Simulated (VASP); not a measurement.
Given:

```
FeNi3
1.0
    3.48418     0.00000     0.00000
    0.00000     3.48418     0.00000
    0.00000     0.00000     3.48418
Fe Ni
1 3
Direct
  0.00000   0.00000   0.00000
  0.00000   0.50000   0.50000
  0.50000   0.00000   0.50000
  0.50000   0.50000   0.00000
```
Starting moments (μB, in the order of the record's atoms Fe Ni Ni Ni): 2.8 0.6 0.6 0.6.

Method: PBEsol GGA, VASP's PBE PAW potentials (set 64) (plane waves; VASP). Run with 400 eV cut-off, Gaussian smearing of 0.050 eV, potentials Fe Ni.

**Question.** Give the spin-up energies of bands 11 to 24 at the high-symmetry points, in eV from the Fermi level.

**Answer.** 
| band | Γ | X | M | R |
|---|---|---|---|---|
| 11 | -1.63 | -2.55 | -3.05 | -2.67 |
| 12 | -1.63 | -2.12 | -3.05 | -2.67 |
| 13 | -0.78 | -1.92 | -2.66 | -0.85 |
| 14 | -0.78 | -1.92 | -1.96 | -0.85 |
| 15 | -0.75 | -1.73 | -1.87 | -0.75 |
| 16 | -0.61 | -1.73 | -1.87 | -0.75 |
| 17 | -0.61 | -1.62 | -1.68 | -0.75 |
| 18 | -0.61 | -1.56 | -1.68 | -0.74 |
| 19 | -0.55 | -1.35 | -1.52 | -0.74 |
| 20 | -0.55 | -1.04 | -1.51 | -0.74 |
| 21 | -0.55 | -0.61 | 0.87 | -0.62 |
| 22 | 2.25 | -0.55 | 0.87 | -0.62 |
| 23 | 2.25 | 7.78 | 0.94 | -0.62 |
| 24 | 2.25 | 7.80 | 0.96 | -0.52 |

**Question.** Give the spin-down energies of bands 11 to 24 at the high-symmetry points, in eV from the Fermi level.

**Answer.** 
| band | Γ | X | M | R |
|---|---|---|---|---|
| 11 | -0.60 | -1.55 | -2.24 | -1.52 |
| 12 | -0.60 | -1.29 | -1.86 | -1.52 |
| 13 | 0.00 | -1.03 | -1.29 | -0.60 |
| 14 | 0.28 | -1.03 | -1.29 | -0.51 |
| 15 | 0.28 | -0.91 | -1.29 | -0.51 |
| 16 | 0.28 | -0.41 | -0.84 | -0.51 |
| 17 | 1.02 | -0.17 | -0.74 | 0.05 |
| 18 | 1.02 | -0.17 | 0.15 | 0.05 |
| 19 | 1.34 | 0.28 | 0.15 | 0.05 |
| 20 | 1.34 | 0.46 | 0.33 | 0.84 |
| 21 | 1.34 | 0.60 | 1.50 | 0.84 |
| 22 | 2.33 | 1.31 | 1.50 | 0.84 |
| 23 | 2.33 | 8.18 | 2.46 | 1.14 |
| 24 | 2.33 | 8.19 | 2.56 | 1.14 |

It has no gap at this level: it comes out as a metal or semimetal.

The compound is Ni3Fe in the L1_2 structure. It was relaxed first, which changed the volume by -5 %.
